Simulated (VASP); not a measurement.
Input of a VASP 6.6.1 run:

The input POSCAR:

```
Li3SiN2
1.0
    4.8143340000      0.0000000000      0.0000000000
    0.0000000000      4.8143340000      0.0000000000
    0.0000000000      0.0000000000      5.4526860000
Si N Li
2 4 6
Direct
    0.0000000000      0.0000000000      0.0000000000
    0.5000000000      0.5000000000      0.5000000000
    0.2962000000      0.2962000000      0.5000000000
    0.2038000000      0.7962000000      0.0000000000
    0.7038000000      0.7038000000      0.5000000000
    0.7962000000      0.2038000000      0.0000000000
    0.0000000000      0.5000000000      0.2500000000
    0.0000000000      0.5000000000      0.7500000000
    0.5000000000      0.0000000000      0.2500000000
    0.5000000000      0.0000000000      0.7500000000
    0.0000000000      0.0000000000      0.5000000000
    0.5000000000      0.5000000000      0.0000000000
```

File INCAR.step1:

```
SYSTEM = Li3SiN2
  PREC = Accurate
  ENCUT = 520
  ISMEAR = -1
  SIGMA = 0.1
  LREAL = .False.
  LASPH = .True.
  NELM = 80
  NBANDS = 35
  GGA = PE
  ALGO = Normal
  EDIFF = 1E-4
  LWAVE = .True.
  LCHARG = .False.
```

Contents of INCAR.step2:

```
SYSTEM = Li3SiN2
  PREC = Accurate
  ENCUT = 520
  EDIFF = 1E-7
  ISMEAR = -1
  SIGMA = 0.1
  LREAL = .False.
  LASPH = .True.
  NELM = 80
  ALGO = Normal
  ISIF = 2
  LWAVE = .False.
  LCHARG = .False.
  METAGGA = R2SCAN
  LMIXTAU = .True.
  NBANDS = 35
  ISTART = 1
```

KPOINTS

```
regular mesh
0
Gamma
  7 7 6
  0 0 0
```

Potentials or basis: VASP PAW PBE potentials, release 64 (Si, N, Li_sv).

Run with:

```bash
$ cat potpaw_PBE.64/Si/POTCAR potpaw_PBE.64/N/POTCAR potpaw_PBE.64/Li_sv/POTCAR > POTCAR
$ cp INCAR.step1 INCAR
$ mpirun -np 1 vasp_std > vasp.out
$ cp INCAR.step2 INCAR
$ mpirun -np 1 vasp_std > vasp.out
```

Q: Predict the largest force.

A: 17.545 eV/Å.

Q: What does it give for the band gap on the k mesh?

A: None (metal or under the smearing width).

Forces on the atoms (eV/Å):
```
Si    0.000   0.000   0.000
Si    0.000   0.000   0.000
N   -12.406 -12.406   0.000
N    12.406 -12.406   0.000
N    12.406  12.406   0.000
N   -12.406  12.406   0.000
Li    0.000   0.000   0.000
Li    0.000   0.000   0.000
Li    0.000   0.000   0.000
Li    0.000   0.000   0.000
Li    0.000   0.000   0.000
Li    0.000   0.000   0.000
```

Caveat: the PAW data sets were made with another functional, which shifts forces and pressure a little.
